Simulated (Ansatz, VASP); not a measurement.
# Cross-check of BeCd35Se36 (Be_Cd) between VASP and Ansatz, part 2 of 2

Aim: how closely do two programs agree when they are given the same cell, functional and k mesh? The cell is taken from a series of runs on this material, whose earlier steps may have relaxed, scaled, displaced or heated it; both programs get it as it stands.

VASP 6.6.1 and Ansatz 0.2.0.

So far. Step 2 (VASP: single point, PBE): The run ends at a pressure of -0.09 GPa, with forces up to 0.021 eV/Å.

## (3) Ansatz: single point, PBE

Level of this step: Ansatz beside VASP: Kohn-Sham DFT, plane waves, PBE (Ansatz).

Ansatz runs on its PAW soft_1 files.

The same cell, functional, mesh and smearing now go to Ansatz.

input.yaml reads:

```yaml
crystal:
  lattice:
    - [13.14934966, 0.0, 0.0]
    - [-6.57467483, 11.38767085, 0.0]
    - [0.0, 0.0, 14.30962574]
  atoms:
    - { symbol: Cd, position: [0.11280411162, 0.22540954566, 0.00101670718] }
    - { symbol: Cd, position: [0.22283029077, 0.11230931835, 0.24790421674] }
    - { symbol: Se, position: [0.11244861964, 0.2261809579, 0.18918320221] }
    - { symbol: Se, position: [0.2220145247, 0.11067609131, 0.43547907641] }
    - { symbol: Cd, position: [0.11759098201, 0.22763992758, 0.49981365509] }
    - { symbol: Cd, position: [0.22248592996, 0.11162137898, 0.75122365426] }
    - { symbol: Se, position: [0.11088692715, 0.22187714988, 0.68686623912] }
    - { symbol: Se, position: [0.22271932339, 0.11209659689, 0.93855051545] }
    - { symbol: Cd, position: [0.11284460636, 0.55396994948, 0.00100450791] }
    - { symbol: Cd, position: [0.22850685193, 0.44754573633, 0.25852615012] }
    - { symbol: Se, position: [0.11246588855, 0.55285433414, 0.18917301168] }
    - { symbol: Se, position: [0.25003369426, 0.45829917946, 0.44685473845] }
    - { symbol: Cd, position: [0.11759268539, 0.55651420219, 0.49982051213] }
    - { symbol: Cd, position: [0.22797961945, 0.44726193753, 0.74191406115] }
    - { symbol: Se, position: [0.11088716402, 0.5555612083, 0.6868746439] }
    - { symbol: Se, position: [0.22356849473, 0.44505137185, 0.93078566766] }
    - { symbol: Cd_b, position: [0.11107565347, 0.88881150396, -0.00013093774] }
    - { symbol: Cd, position: [0.22282196583, 0.77709589046, 0.24792676955] }
    - { symbol: Se, position: [0.11107995424, 0.88882638723, 0.18677196924] }
    - { symbol: Se, position: [0.22201904705, 0.77790877169, 0.4354966741] }
    - { symbol: Cd, position: [0.11107392541, 0.88882469313, 0.50102432859] }
    - { symbol: Cd, position: [0.22249512183, 0.77742914533, 0.7512032906] }
    - { symbol: Se, position: [0.11106627743, 0.88881631161, 0.6881908413] }
    - { symbol: Se, position: [0.22273037569, 0.77718928697, 0.93853302374] }
    - { symbol: Cd, position: [0.44595538075, 0.22541020659, 0.00099525589] }
    - { symbol: Cd, position: [0.55522989352, 0.11090151982, 0.2516943587] }
    - { symbol: Se, position: [0.4470774954, 0.2261772416, 0.18916826896] }
    - { symbol: Se, position: [0.55333586366, 0.10995120786, 0.43904517155] }
    - { symbol: Cd, position: [0.44339612812, 0.22761862044, 0.49982576563] }
    - { symbol: Cd, position: [0.55640411988, 0.11146774325, 0.75141729023] }
    - { symbol: Se, position: [0.44434867622, 0.22186494709, 0.68687903149] }
    - { symbol: Se, position: [0.55483852715, 0.11068696531, 0.93871048043] }
    - { symbol: Cd, position: [0.44440465514, 0.55545272533, -0.00307769547] }
    - { symbol: Cd, position: [0.55237304367, 0.44752665826, 0.25853485155] }
    - { symbol: Se_g, position: [0.44442037548, 0.55548504619, 0.18396976912] }
    - { symbol: Se, position: [0.54160153543, 0.45828766829, 0.44686316227] }
    - { symbol: Be_c, position: [0.44440511035, 0.55548195737, 0.4989298824] }
    - { symbol: Cd, position: [0.55264517797, 0.44725658215, 0.74191368692] }
    - { symbol: Se_d, position: [0.4444254756, 0.55548980019, 0.66081700512] }
    - { symbol: Se, position: [0.55484469451, 0.44505736982, 0.93078321464] }
    - { symbol: Cd, position: [0.44594791312, 0.88708660494, 0.00101193571] }
    - { symbol: Cd_e, position: [0.55237244946, 0.7714095313, 0.25851504566] }
    - { symbol: Se, position: [0.44706902004, 0.8874634619, 0.18918074411] }
    - { symbol: Se, position: [0.54160901614, 0.74987318512, 0.44684553324] }
    - { symbol: Cd, position: [0.44342644257, 0.88234465225, 0.49979849042] }
    - { symbol: Cd, position: [0.55262792973, 0.77193205639, 0.74192943581] }
    - { symbol: Se, position: [0.44435452696, 0.88903449848, 0.68685667133] }
    - { symbol: Se, position: [0.55481653523, 0.77630909713, 0.9307965157] }
    - { symbol: Cd, position: [0.77776699251, 0.22216693467, 0.00104613492] }
    - { symbol: Cd, position: [0.88901576446, 0.11088463389, 0.25170559287] }
    - { symbol: Se, position: [0.77776513033, 0.22216352426, 0.18829787223] }
    - { symbol: Se, position: [0.8899714517, 0.10992684201, 0.43905342994] }
    - { symbol: Cd, position: [0.77777656809, 0.22216537938, 0.4986793905] }
    - { symbol: Cd, position: [0.88844373292, 0.11147516163, 0.75141109282] }
    - { symbol: Se, position: [0.77776844432, 0.22216728395, 0.68677535437] }
    - { symbol: Se, position: [0.88921170957, 0.11068906323, 0.93870333997] }
    - { symbol: Cd, position: [0.77448272588, 0.55395821972, 0.00101634145] }
    - { symbol: Cd, position: [0.88903720707, 0.44470121706, 0.25169721243] }
    - { symbol: Se, position: [0.77373199088, 0.55283546157, 0.18918493477] }
    - { symbol: Se, position: [0.8899828111, 0.44660237005, 0.43904711861] }
    - { symbol: Cd, position: [0.77226534493, 0.55649836857, 0.49980776667] }
    - { symbol: Cd, position: [0.88844712843, 0.44353105921, 0.75143004934] }
    - { symbol: Se, position: [0.77802936585, 0.55555104357, 0.6868645378] }
    - { symbol: Se_a, position: [0.88922985711, 0.44509739998, 0.9387202787] }
    - { symbol: Cd, position: [0.77446457131, 0.88708955208, 0.00099886242] }
    - { symbol: Cd, position: [0.88759907765, 0.77708683606, 0.24790813123] }
    - { symbol: Se, position: [0.77372636515, 0.88745958816, 0.1891695732] }
    - { symbol: Se, position: [0.88922192425, 0.77789283652, 0.43548236652] }
    - { symbol: Cd_f, position: [0.7722610404, 0.88231496271, 0.49982542227] }
    - { symbol: Cd, position: [0.8882543149, 0.77740353069, 0.75122161044] }
    - { symbol: Se, position: [0.77801555165, 0.88902310406, 0.68687761661] }
    - { symbol: Se, position: [0.88779058672, 0.77717947923, 0.93854848751] }
basis:
  ecutwfc: 420
  xc_grid: 2
hamiltonian:
  xc: pbe
  pseudopotentials: { kind: paw, azcp: { folder: soft_1 } }
kpoints:
  mp_grid: { grid: [1, 1, 1] }
scf:
  occupations: { method: fermi_dirac, width: 0.01 }
  max_iter: 100
output:
  forces: true
  eigenvalues: true
  core_levels:
    shells:
      Se_a: "2p"
      Cd_b: "3d"
      Be_c: "1s"
      Se_d: "2p"
      Cd_e: "3d"
      Cd_f: "3d"
      Se_g: "2p"
    eps_inf: [7.74, 7.74, 7.82]
```

On the command line:

```console
$ ansatz run input.yaml --threads 4 --pin off --max-ram 14131MiB --backend cpu --events-out ev --progress --plain --runs-dir out
```

Numbers of over 12 decimals in the logs are rounded to 6 here.

Log:

```text
Engine: ansatz 0.2.0, aarch64-unknown-linux-gnu
Pseudopotentials: kind: paw
Pseudopotential: Cd, paw, valence charge 20, recommended cutoff 420 eV (normal), soft_1/Cd.paw.azcp
Pseudopotential: Se, paw, valence charge 16, recommended cutoff 420 eV (normal), soft_1/Se.paw.azcp
Pseudopotential: Be, paw, valence charge 2, recommended cutoff 420 eV (normal), soft_1/Be.paw.azcp
Functional definition: PBE
  parameter kappa = 0.804
  parameter beta = 0.066725
  exchange = pbe_x(kappa = kappa, mu = beta*pi^2/3)
  correlation = pbe_c(beta = beta)
Crystal: 72 atoms, lattice volume = 2142.730 Å³
Basis set: ecut = 420 eV, 41801 PW (Γ), exchange–correlation on 180×180×192 points (8 copies of the dense FFT grid, shifted against one another)
Bands: 767, of which v1, the nominal top of the filled ones, is band 639 counted from 1 (638 counted from 0)
Symmetry: 1 space group operations
Space group: P1 (ITA 1), of the structure as read, at distance tolerance 1.3e-4 Å
k-points: 1
Non-local potential: Cd, projectors of the file, l = 0: 3, l = 1: 2, l = 2: 2, l = 3: 1
Non-local potential: Se, projectors of the file, l = 0: 2, l = 1: 2, l = 2: 3, l = 3: 1
Non-local potential: Be, projectors of the file, l = 0: 2, l = 1: 2, l = 2: 1
PAW form: soft (Blöchl's): semilocal exchange-correlation on the pseudo side does not see the compensation charge
PAW one-centre angular grid: Cd, 590 points (default); XC on 64 Gauss nodes
PAW one-centre angular grid: Se, 590 points (default); XC on 64 Gauss nodes
PAW one-centre angular grid: Be, 110 points (default); XC on 64 Gauss nodes
Initial density: superposition of atomic densities (chi_scale 0.1, normalization cell, long waves kept (reshape's long-wave potential 0.20 eV rms))
Initial wavefunctions: pseudopotential atomic-orbital guess
Functional: x = pbe(κ = 0.804, μ = 0.219515), c = pbe(β = 0.066725)
SCF iter   1: F=—  HF=-485949.971911 eV  |F-HF|=—  |Δ(HF+E_count)|=         —  Δρ=5.03e-2  dr2=5.58e1  ethr=3.10e-3  ⟨swp⟩=6.0  Hψ=2679  notcnv=0  defer=16
preconditioner: auto → LDOS  [insulator: Δε(μ)=0.092 eV  Ē_g=12.345 eV  σ=0.010 eV  W_gap=0.98  n_scr=562 (ndim 8)  ℏωp=20.3 eV  f_vac=0.181  D(μ)=5.54/eV (n_scr^D=8)  ε∞_Penn≈3.7  β→1.0]
SCF iter   2: F=—  HF=-485955.958444 eV  |F-HF|=—  |Δ(HF+E_count)|=    5.99e0  Δρ=5.61e-2  dr2=6.75e1  ethr=3.10e-3  ⟨swp⟩=3.0  Hψ=1541  notcnv=0  defer=118
preconditioner: auto → Resta (q_TF=auto, 2.503 Å⁻¹)  ε∞=4.5  [insulator: Δε(μ)=0.773 eV  Ē_g=10.766 eV  σ=0.010 eV  W_gap=1.00  n_scr=562 (ndim 8)  ℏωp=20.3 eV  f_vac=0.213  D(μ)=0.00/eV (n_scr^D=0)  ε∞_Penn≈4.5  β→0.5]
SCF iter   3: F=—  HF=-485930.205555 eV  |F-HF|=—  |Δ(HF+E_count)|=    2.58e1  Δρ=8.31e-3  dr2=1.01e0  ethr=3.10e-3  ⟨swp⟩=4.0  Hψ=1312  notcnv=0  defer=118
SCF iter   4: F=—  HF=-485930.035151 eV  |F-HF|=—  |Δ(HF+E_count)|=   1.70e-1  Δρ=1.52e-3  dr2=6.98e-2  ethr=7.94e-5  ⟨swp⟩=3.0  Hψ=1286  notcnv=0  defer=122
SCF iter   5: F=—  HF=-485930.048040 eV  |F-HF|=—  |Δ(HF+E_count)|=   1.29e-2  Δρ=6.24e-4  dr2=1.16e-2  ethr=5.46e-6  ⟨swp⟩=4.0  Hψ=1157  notcnv=0  defer=122
SCF iter   6: F=—  HF=-485930.053698 eV  |F-HF|=—  |Δ(HF+E_count)|=   5.66e-3  Δρ=2.58e-4  dr2=2.30e-3  ethr=9.06e-7  ⟨swp⟩=2.0  Hψ=1150  notcnv=0  defer=122
SCF iter   7: F=—  HF=-485930.057586 eV  |F-HF|=—  |Δ(HF+E_count)|=   3.89e-3  Δρ=8.12e-5  dr2=2.89e-4  ethr=1.80e-7  ⟨swp⟩=2.0  Hψ=1150  notcnv=0  defer=122
SCF iter   8: F=—  HF=-485930.058111 eV  |F-HF|=—  |Δ(HF+E_count)|=   5.25e-4  Δρ=3.26e-5  dr2=2.94e-5  ethr=2.26e-8  ⟨swp⟩=2.0  Hψ=1144  notcnv=0  defer=122
SCF iter   9: F=—  HF=-485930.060251 eV  |F-HF|=—  |Δ(HF+E_count)|=   2.14e-3  Δρ=1.46e-5  dr2=5.45e-6  ethr=2.30e-9  ⟨swp⟩=2.0  Hψ=1400  notcnv=0  defer=122
SCF iter  10: F=—  HF=-485930.060256 eV  |F-HF|=—  |Δ(HF+E_count)|=   5.37e-6  Δρ=4.33e-6  dr2=6.52e-7  ethr=4.26e-10  ⟨swp⟩=2.0  Hψ=1231  notcnv=0  defer=122
SCF iter  11: F=-485930.060258 eV  HF=-485930.060258 eV  |F-HF|=1.29e-7  |Δ(HF+E_count)|=   1.64e-6  Δρ=1.50e-6  dr2=7.43e-8  ethr=7.82e-12  ⟨swp⟩=12.0  Hψ=4576  notcnv=0
SCF 1 converged in 11 iterations: F = -485930.060258 eV  dr2 = 7.43e-8
  greatest PAW one-centre occupation: 1.000 electrons in one spin orbital (limit 2), on the Cd atom at site 32 (counted from 0), in its partial waves of l = 0
── core hole 1/7: 3d of Cd_b 16 ──
── 3d of Cd_b 16: 397.139 eV over the cell without the hole, in 12 iterations ──
── core hole 2/7: 2p of Se_g 34 ──
── 2p of Se_g 34: 1433.061 eV over the cell without the hole, in 11 iterations ──
── core hole 3/7: 1s of Be_c 36 ──
── 1s of Be_c 36: 105.834 eV over the cell without the hole, in 12 iterations ──
── core hole 4/7: 2p of Se_d 38 ──
── 2p of Se_d 38: 1433.192 eV over the cell without the hole, in 11 iterations ──
── core hole 5/7: 3d of Cd_e 41 ──
── 3d of Cd_e 41: 397.177 eV over the cell without the hole, in 11 iterations ──
── core hole 6/7: 2p of Se_a 63 ──
[...]
--- Core levels from the valence top (the input states a gap; a hole's nearest image at 13.1 Å) ---
  the holes have spin, beside a run without
  atom         alike  shell      binding/eV   shift/eV difference/eV images/eV   SCF
  Cd_b 16          1     3d         403.791     +0.000       397.139    +0.204    12
  Se_g 34          1     2p        1439.708     +0.000      1433.061    +0.204    11
  Be_c 36          1     1s         112.465     +0.000       105.834    +0.204    12
  Se_d 38          1     2p        1439.837     +0.129      1433.192    +0.204    11
  Cd_e 41          1     3d         403.830     +0.039       397.177    +0.204    11
  Se_a 63          1     2p        1439.719     +0.011      1433.073    +0.204    12
  Cd_f 68          1     3d         403.875     +0.085       397.215    +0.204    12
  the dataset of Cd_b with a 3d hole: scattering error 0.005 eV; free atom: scalar-relativistic, large and small components
  the two lines of Cd_b's 3d: 3d3/2 +4.046 eV and 3d5/2 -2.697 eV off its levels, 2 : 3 in strength
  the dataset of Se_g with a 2p hole: scattering error 0.006 eV; free atom: scalar-relativistic, large and small components
  the two lines of Se_g's 2p: 2p1/2 +27.292 eV and 2p3/2 -13.646 eV off its levels, 1 : 2 in strength
  the dataset of Be_c with a 1s hole: scattering error 0.000 eV (0.000 eV in the local channel); free atom: scalar-relativistic, large and small components
  the dataset of Se_d with a 2p hole: scattering error 0.006 eV; free atom: scalar-relativistic, large and small components
  the two lines of Se_d's 2p: 2p1/2 +27.292 eV and 2p3/2 -13.646 eV off its levels, 1 : 2 in strength
  the dataset of Cd_e with a 3d hole: scattering error 0.005 eV; free atom: scalar-relativistic, large and small components
  the two lines of Cd_e's 3d: 3d3/2 +4.046 eV and 3d5/2 -2.697 eV off its levels, 2 : 3 in strength
  the dataset of Se_a with a 2p hole: scattering error 0.006 eV; free atom: scalar-relativistic, large and small components
  the two lines of Se_a's 2p: 2p1/2 +27.292 eV and 2p3/2 -13.646 eV off its levels, 1 : 2 in strength
  the dataset of Cd_f with a 3d hole: scattering error 0.005 eV; free atom: scalar-relativistic, large and small components
  the two lines of Cd_f's 3d: 3d3/2 +4.046 eV and 3d5/2 -2.697 eV off its levels, 2 : 3 in strength
  the highest filled level without a hole stands at 6.4218 eV, at the point (0.0000, 0.0000, 0.0000)
  Cd_b 16 3d: the alignment adds +0.0255 eV (standard deviation 0.0216 over 33 far atoms)
  Se_g 34 2p: the alignment adds +0.0207 eV (standard deviation 0.0220 over 33 far atoms)
  Be_c 36 1s: the alignment adds +0.0045 eV (standard deviation 0.0212 over 33 far atoms)
  Se_d 38 2p: the alignment adds +0.0188 eV (standard deviation 0.0259 over 30 far atoms)
  Cd_e 41 3d: the alignment adds +0.0265 eV (standard deviation 0.0193 over 32 far atoms)
  Se_a 63 2p: the alignment adds +0.0201 eV (standard deviation 0.0209 over 33 far atoms)
  Cd_f 68 3d: the alignment adds +0.0339 eV (standard deviation 0.0193 over 32 far atoms)
  a level is its difference with the images' term at an eps_inf of [7.74, 7.74, 7.82], the alignment and the highest filled level
```

## (4) Comparison

Known differences besides the potentials themselves: the data sets hold 1278 valence electrons in Ansatz (on its PAW soft_1 files) and 638 in VASP; the cutoff is 420 eV in Ansatz and 520 eV in VASP (PREC = Accurate, projectors in real space). Total energies have different zeros and are not compared.

Both answers:

```
              quantity  Ansatz   VASP  difference
gap on the k mesh (eV)   0.521  0.520      +0.001
```

At this near-relaxed geometry the largest component of a force difference is 19 meV/Å. A gap on the mesh is an upper bound, since the band edges may lie between its points.

## (5) Outcome

| Quantity | Value |
| --- | --- |
| difference in gap on the k mesh (single point, PBE) | 0.0013 eV |

The difference in gap on the k mesh is 0.0013 eV (single point, PBE), within the 0.08 eV picked in this series as the mark of a large difference. The data sets hold unlike numbers of valence electrons (1278 in Ansatz and 638 in VASP), so part of the differences comes from the potentials. Such differences can come from data sets, numerical settings and the points named under the comparisons, not from the functional's error against experiment.

[Lines on the potential files, build, host, timing and source positions are cut from VASP's logs without a mark.]

[Logs are printed without paths, hosts, clocks, repeated set-up lines and the standing remarks that a program may print on its own settings, such as how far it seeks lower states.]

[Hosts, paths, dates, database ids (printed as entryN), source tags and the programs' standing remarks are cut or masked in the printed files.]
